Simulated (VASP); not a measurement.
Computed with PBEsol GGA, VASP's PBE PAW potentials (set 64) (plane waves; VASP).

A VASP calculation is set up with these files.

**INCAR**
```
! general
SYSTEM = BN
PREC   = Accurate
ENCUT  = 600
LREAL  = .FALSE.   ! projection in real space or not
LASPH  = .TRUE.   ! aspherical one-centre terms

! electronic loop
EDIFF  = 1E-7   ! SCF stop (eV)
NELM   = 100
ALGO   = Normal

! smearing
ISMEAR = 0
SIGMA  = 0.05

! functional
GGA    = PS   ! PBEsol

! ions
IBRION = 2
NSW    = 30   ! most ionic steps
ISIF   = 2   ! forces and stress, cell fixed
EDIFFG = -0.01   ! ionic stop

! output
LWAVE  = .FALSE.
LCHARG = .FALSE.
```

POSCAR:
```
BN
1.0
  1.3027981014  -2.2565129087   0.0000000000
  1.3027981014   2.2565129087   0.0000000000
  0.0000000000   0.0000000000   7.0953297253
B N
2 2
Cart
  1.3027981014   0.7521724739   1.7738324313
  1.3027981014  -0.7521724739   5.3214972940
  1.3027981014  -0.7521724739   1.7738324313
  1.3027981014   0.7521724739   5.3214972940
```

**KPOINTS**
```
Automatic mesh
0
Gamma
 10 10 4
```

POTCAR, in this order: B N (PBE.64 set). Program: vasp_std.

The resulting files:

**OSZICAR**
```
       N       E                     dE             d eps       ncg     rms          rms(c)
DAV:   1     0.673786118330E+02    0.67379E+02   -0.86407E+03  1008   0.135E+03
DAV:   2    -0.339245765622E+02   -0.10130E+03   -0.92447E+02  1476   0.277E+02
DAV:   3    -0.389581193850E+02   -0.50335E+01   -0.50019E+01  1276   0.660E+01
DAV:   4    -0.390254365996E+02   -0.67317E-01   -0.67278E-01  1244   0.790E+00
DAV:   5    -0.390266368233E+02   -0.12002E-02   -0.12001E-02  1272   0.104E+00    0.100E+01
DAV:   6    -0.364891726027E+02    0.25375E+01   -0.72967E+00  1172   0.224E+01    0.447E+00
DAV:   7    -0.363055734781E+02    0.18360E+00   -0.30981E-01  1248   0.534E+00    0.285E+00
DAV:   8    -0.362320512703E+02    0.73522E-01   -0.26225E-01  1216   0.383E+00    0.464E-01
DAV:   9    -0.362279701222E+02    0.40811E-02   -0.12451E-02  1188   0.100E+00    0.149E-01
DAV:  10    -0.362287527279E+02   -0.78261E-03   -0.14417E-03  1248   0.297E-01    0.429E-02
DAV:  11    -0.362288750904E+02   -0.12236E-03   -0.21903E-04  1256   0.132E-01    0.190E-02
DAV:  12    -0.362288726000E+02    0.24905E-05   -0.45824E-05  1208   0.596E-02    0.300E-03
DAV:  13    -0.362288730799E+02   -0.47997E-06   -0.14147E-06  1296   0.110E-02    0.142E-03
DAV:  14    -0.362288731273E+02   -0.47431E-07   -0.16737E-07  1092   0.336E-03
   1 F= -.36228873E+02 E0= -.36228873E+02  d E =-.362289E+02
```

File OUTCAR:
```
------------------------ aborting loop because EDIFF is reached ----------------------------------------
  FORCE on cell =-STRESS in cart. coord.  units (eV):
  Direction    XX          YY          ZZ          XY          YZ          ZX
  --------------------------------------------------------------------------------------
  Total       -8.7488462     -8.7488493     -0.1132357      0.0000000      0.0000000      0.0000000
  in kB     -336.0035343   -336.0036549     -4.3488689      0.0000000      0.0000000      0.0000000
  external PRESSURE =    -225.4520194 kB  Pullay stress =       0.0000000 kB
  volume of cell :       41.72
      direct lattice vectors                 reciprocal lattice vectors
     1.302798101 -2.256512909  0.000000000     0.383789322 -0.221580829  0.000000000
     1.302798101  2.256512909  0.000000000     0.383789322  0.221580829  0.000000000
     0.000000000  0.000000000  7.095329725     0.000000000  0.000000000  0.140937777
  FREE ENERGIE OF THE ION-ELECTRON SYSTEM (eV)
  ---------------------------------------------------
  free  energy   TOTEN  =       -36.2288731273 eV

  energy  without entropy=      -36.2288731273  energy(sigma->0) =      -36.22887313

 reached required accuracy - stopping structural energy minimisation
```
(Selected blocks of OUTCAR.)

Without a dispersion term in the relaxation, distances and binding between the weakly bound layers, chains or molecules are unreliable, and so is what depends on them.

The compound is BN in the hex structure. This cell was strained or had an atom moved on purpose.
